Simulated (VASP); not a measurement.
# ZrSi₂ (sg63): computed properties

Calculation: r2SCAN meta-GGA, VASP's PBE PAW potentials (set 64) (plane waves; VASP).

- space group: Cmcm (63)
- cell: a = 3.6786 Å, b = 14.8858 Å, c = 3.6695 Å, α = 90.00°, β = 90.00°, γ = 90.00°
- volume per atom: 16.74 Å^3/atom
- band gap (over mesh and band path): none (metal, semimetal or under 0.01 eV)
- density: 4.87 g/cm³

Space group Cmcm (No. 63); a = 3.6786 Å, b = 14.8858 Å, c = 3.6695 Å, α = β = γ = 90.00°

| atom | site | symmetry | x | y | z |
|---|---|---|---|---|---|
| Zr | 4c | m2m | 0.0000 | 0.6061 | 0.2500 |
| Si | 4c | m2m | 0.0000 | 0.0515 | 0.7500 |
| Si | 4c | m2m | 0.0000 | 0.2499 | 0.2500 |
(The calculation used a cell of 6 atoms; values per cell refer to that cell.)

The compound is ZrSi2 in the sg63 structure. It was relaxed first. Symmetry was kept, so distortions that lower it aren't found.
